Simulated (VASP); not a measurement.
Energy against volume of CsCl (CsCl type). Level of theory: AM05 GGA, VASP's PBE PAW potentials (set 64) (plane waves; VASP 6.6.1).

```tsv
V (Å³/atom)	E (eV/atom)
33.811	-3.21675
34.890	-3.22211
35.969	-3.22397
37.048	-3.22293
38.127	-3.21949
```

**Question.** Fit a third-order Birch-Murnaghan equation of state.

**Answer.** 
```
Property                                        Result
---------------------------------------  -------------
volume per atom                          36.09 Å³/atom
bulk modulus                                  14.1 GPa
pressure derivative of the bulk modulus           5.35
lattice constant a                          7.868 bohr
```

The compound is CsCl in the CsCl type structure. It was relaxed first.
